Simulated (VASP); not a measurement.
**TiN (rock salt): computed properties**

Method: r2SCAN meta-GGA, VASP's PBE PAW potentials (set 64) (plane waves; VASP).

```yaml
space_group: Fm-3m (225)
cell: a = b = c = 4.2400 Å, α = β = γ = 90.00°
volume_per_atom: 9.53 Å³/atom
band gap (over mesh and band path): none (metal, semimetal or under 0.01 eV)
density: 5.39 g/cm³
```

Space group Fm-3m (No. 225); a = b = c = 4.2400 Å, α = β = γ = 90.00°

```json
[
 {"atom": "Ti", "site": "4a", "symmetry": "m-3m", "x": "0.0000", "y": "0.0000", "z": "0.0000"},
 {"atom": "N", "site": "4b", "symmetry": "m-3m", "x": "0.5000", "y": "0.5000", "z": "0.5000"}
]
```
(The calculation used a cell of 2 atoms; values per cell refer to that cell.)

Measured: a 4.239 Å (computed value off by +0.0 %), as given by Guo-Xu Zhang et al., New Journal of Physics (2018), doi:10.1088/1367-2630/aac7f0. The calculation is for a static lattice, while the measured a holds thermal and zero-point effects, which are part of the difference.

The compound is TiN in the rock salt structure. The cell was not relaxed at this level. The electron count is odd and the run is not spin-polarised, which forces a metal.
